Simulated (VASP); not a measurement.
Given:

```yaml
crystal:
  lattice:
    - [-2.94392, 2.94392, 1.60364]
    - [2.94392, -2.94392, 1.60364]
    - [2.94392, 2.94392, -1.60364]
  atoms:
    - { symbol: Sn, position: [0.25000, 0.75000, 0.50000] }
    - { symbol: Sn, position: [0.00000, 0.00000, 0.00000] }
```

Level of theory: PBE GGA, VASP's PBE PAW potentials (set 64) (plane waves; VASP 6.6.1). Settings: 480 eV cut-off, 12×12×12 Γ-centred mesh, first-order Methfessel-Paxton smearing of 0.10 eV, potentials Sn_d.

Unless said otherwise, spin-orbit coupling is left out, though it shifts the bands of the heavy elements here.

**Question.** Estimate the energy per atom (σ→0), pressure, band gap (on the k-mesh) with the smallest direct gap where there is one.

**Answer.** 
| Quantity | Result |
|---|---|
| band gap (on the k-mesh) | none (metal, semimetal or under 0.01 eV) |
| energy per atom (σ→0) | -367.0 kJ/mol of atoms |
| pressure | 1.00 GPa |

The absolute energy has meaning only against runs of the same code, potentials and settings.

The compound is Sn in the beta structure. It was relaxed first under an external pressure of 1 GPa.
